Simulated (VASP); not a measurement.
Energy against volume of SrTe (rock salt). Level of theory: rev-vdW-DF2, VASP's PBE PAW potentials (set 64) (plane waves; VASP 6.6.1). Run with 520 eV cut-off, 7×7×7 Γ-centred mesh, Gaussian smearing of 0.050 eV, potentials Sr_sv Te.

| V (Å³/atom) | E (eV/atom) |
|---|---|
| 35.818 | -2.34129 |
| 36.926 | -2.34506 |
| 38.034 | -2.34157 |
| 39.142 | -2.33187 |

**Question.** Fit these four points and predict the energy of the run at 34.710 Å³/atom.

**Answer.** A cubic in V^(−2/3), the third-order Birch-Murnaghan form, passes through the four points with V0 = 36.92 Å³/atom and B0 = 35 GPa, and gives -2.3290 eV/atom there. The run gave -2.3290 eV/atom, +0.0 meV/atom from the fit; all five points give B0 = 35 GPa.

The compound is SrTe in the rock salt structure. It was relaxed first.
